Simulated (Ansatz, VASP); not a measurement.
**One calculation of SrB3Pt, two programs**

Contents of INCAR:

```
PREC = Accurate
ENCUT = 600
EDIFF = 1E-6
ISMEAR = -1
SIGMA = 0.05
LREAL = F
LASPH = T
NELM = 60
ALGO = Normal
ISIF = 3
LWAVE = F
LCHARG = F
LMAXMIX = 4
LDAU = T
LDAUTYPE = 2
LDAUL = -1 -1 2
LDAUU = 0 0 3
LDAUJ = 0 0 0
LDAUPRINT = 1
GGA = PE
IBRION = 2
NSW = 60
EDIFFG = -0.01
```

KPOINTS

```
Automatic mesh
0
Gamma
  5 5 5
```

File POSCAR:

```
SrB3Pt
1.0
    4.5405600000      0.0000000000      0.0000000000
    0.0000000000      4.5405600000      0.0000000000
    0.0000000000      0.0000000000      4.5405600000
Sr B Pt
1 3 1
Direct
    0.0000000000      0.0000000000      0.0000000000
    0.5000000000      0.0000000000      0.0000000000
    0.0000000000      0.5000000000      0.0000000000
    0.0000000000      0.0000000000      0.5000000000
    0.5000000000      0.5000000000      0.5000000000
```

The input input.yaml:

```yaml
crystal:
  lattice:
    - [4.54056, 0.0, 0.0]
    - [0.0, 4.54056, 0.0]
    - [0.0, 0.0, 4.54056]
  atoms:
    - { symbol: Sr, position: [0.0, 0.0, 0.0] }
    - { symbol: B, position: [0.5, 0.0, 0.0] }
    - { symbol: B, position: [0.0, 0.5, 0.0] }
    - { symbol: B, position: [0.0, 0.0, 0.5] }
    - { symbol: Pt, position: [0.5, 0.5, 0.5] }
hamiltonian:
  xc: pbe
  pseudopotentials: { kind: paw }
  hubbard: { sites: [{ species: Pt, l: d, u_eff: 3.0 }] }
kpoints:
  mp_grid: { grid: [5, 5, 5] }
scf:
  occupations: { method: fermi_dirac, width: 0.05 }
output:
  forces: true
  stress: true
  eigenvalues: true
relax:
  f_tol: 0.01
  max_steps: 40
  cell: { stress_tol: 0.05 }
```

The cell was built by a generator and needn't be a form met in nature.

Alike in both runs: task relaxation of cell and atoms; functional PBE; k mesh 5 × 5 × 5; occupations fermi-dirac, width 0.05 eV; no spin polarisation; Hubbard terms Pt d U = 3 eV.

|  | VASP | Ansatz |
| --- | --- | --- |
| version | VASP 6.6.1 | Ansatz 0.2.0 |
| potentials or method | VASP PAW PBE potentials, release 64 (Sr_sv, B, Pt) | Ansatz PAW |
| plane-wave cutoff (eV) | 600 | 420 |
| valence electrons in the cell | 29 | 37 |

```tsv
	VASP	Ansatz	Ansatz less VASP
gap on the k mesh at the Fermi level, each at its own relaxed structure (eV)	none	none	-
relaxed volume (Å³/atom)	20.56	21.34	+0.779
relaxed cell length with the largest relative difference (Å)	4.685	4.743	+0.0584
energy change over the relaxation (meV/atom)	-6	-13	-6.7
```

The programs project onto different local orbitals, so the same U acts differently. A gap of «none» marks a metal or a gap that the smearing closes. The two sets of potentials don't hold the same shells in valence.

Caveats: U without spin polarisation on a metal has little footing; the U is typed as a test and isn't derived for this compound; the plane-wave basis is chosen anew once the cell has moved, so the energies of steps on either side of that aren't comparable (Ansatz). The runs have no spin-orbit coupling, so splittings on Pt are missing.
